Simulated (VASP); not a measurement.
An input for Quantum ESPRESSO's pw.x (written as the equivalent of a VASP run, and not itself run):

```
&CONTROL
  calculation = 'scf'
  pseudo_dir = './pseudo'
  outdir = './out'
  tprnfor = .true.
  tstress = .true.
/
&SYSTEM
  ibrav = 0
  nat = 5
  ntyp = 3
  ecutwfc = 84
  occupations = 'smearing'
  smearing = 'gaussian'
  degauss = 0.003675
  input_dft = 'vdw-df2'
/
&ELECTRONS
  conv_thr = 7.3e-09
  electron_maxstep = 100
/
ATOMIC_SPECIES
  Ba 137.327 Ba.upf
  Ti 47.867 Ti.upf
  O 15.999 O.upf
CELL_PARAMETERS angstrom
     4.0980980    0.0000000    0.0000000
     0.0000000    4.0980980    0.0000000
     0.0000000    0.0000000    4.0980980
ATOMIC_POSITIONS crystal
  Ba   0.0000000  0.0000000  0.0000000
  Ti   0.5000000  0.5000000  0.5000000
  O    0.5000000  0.0000000  0.5000000
  O    0.0000000  0.5000000  0.5000000
  O    0.5000000  0.5000000  0.0000000
K_POINTS automatic
  6 6 6 0 0 0
```

### Question
Translate this input to VASP (INCAR, KPOINTS, POSCAR, choice of POTCAR).

### Answer
One answer among several that fit: 
POSCAR:
```
BaTiO3
4.0980980
  0.9999999919   0.0000000000   0.0000000000
  0.0000000000   0.9999999919   0.0000000000
  0.0000000000   0.0000000000   0.9999999919
Ba Ti O
1 1 3
Cart
  0.0000000000   0.0000000000   0.0000000000
  0.4999999959   0.4999999959   0.4999999959
  0.4999999959   0.0000000000   0.4999999959
  0.0000000000   0.4999999959   0.4999999959
  0.4999999959   0.4999999959   0.0000000000
```

**INCAR**
```
SYSTEM = BaTiO3
PREC = Accurate
ENCUT = 520
EDIFF = 1E-7
NELM = 100
ALGO = Normal
LREAL = .FALSE.
LASPH = .TRUE.
ISMEAR = 0
SIGMA = 0.05
GGA = ML
ZAB_VDW = -1.8867
LUSE_VDW = .TRUE.
AGGAC = 0.0
LMAXMIX = 4
LWAVE = .FALSE.
LCHARG = .FALSE.
ISIF = 2
```

KPOINTS:
```
Automatic
0
gamma
  6 6 6
0 0 0
```

POTCAR, in this order: Ba_sv Ti_sv O (PBE.64 set). Program: vasp_std.

The two are equivalent in intent, not identical: the potentials are each code's own (VASP's PAW set, PseudoDojo norm-conserving files in pw.x), so ENCUT and ecutwfc are chosen apart and not converted; conv_thr bounds pw.x's estimated SCF error, while EDIFF bounds the energy change between steps.

The compound is BaTiO3 in the cubic perovskite structure, the ideal cubic form; the compound distorts at low or room temperature. It was relaxed first, which changed the volume by +8 %.
